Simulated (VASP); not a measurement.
Consider the following.

```yaml
crystal:
  lattice:
    - [2.81442, -2.81651, 0.00266]
    - [2.81442, 2.81651, 0.00266]
    - [-2.70355, 0.00000, 7.25442]
  atoms:
    - { symbol: Y, position: [0.62406, 0.37594, 0.75000] }
    - { symbol: Y, position: [0.37594, 0.62406, 0.25000] }
    - { symbol: Si, position: [0.04233, 0.79082, 0.58533] }
    - { symbol: Si, position: [0.95767, 0.20918, 0.41467] }
    - { symbol: Si, position: [0.20918, 0.95767, 0.91467] }
    - { symbol: Si, position: [0.79082, 0.04233, 0.08533] }
```

Level of theory: r2SCAN meta-GGA, VASP's PBE PAW potentials (set 64) (plane waves; VASP). Numerical set-up: 400 eV cut-off, 9×9×5 Γ-centred mesh, tetrahedra with Blöchl corrections, potentials Y_sv Si.

The cores are frozen, which limits the accuracy of field gradients.

### Question
Give the principal components of the electric field gradient (V/Å²) and the asymmetry η at each nucleus.

### Answer

```json
[
 {"atom": "Y1", "Vxx": "-14.1", "Vyy": "-12.2", "Vzz": "26.4", "η": "0.07"},
 {"atom": "Y2", "Vxx": "-14.1", "Vyy": "-12.2", "Vzz": "26.4", "η": "0.07"},
 {"atom": "Si3", "Vxx": "16.0", "Vyy": "6.3", "Vzz": "-22.2", "η": "0.44"},
 {"atom": "Si4", "Vxx": "16.0", "Vyy": "6.3", "Vzz": "-22.2", "η": "0.44"},
 {"atom": "Si5", "Vxx": "16.0", "Vyy": "6.3", "Vzz": "-22.2", "η": "0.44"},
 {"atom": "Si6", "Vxx": "16.0", "Vyy": "6.3", "Vzz": "-22.2", "η": "0.44"}
]
```

The structure comes from a computed database's YSi2 entry (C2/c); how it stands against other phases isn't given here. It was relaxed first.
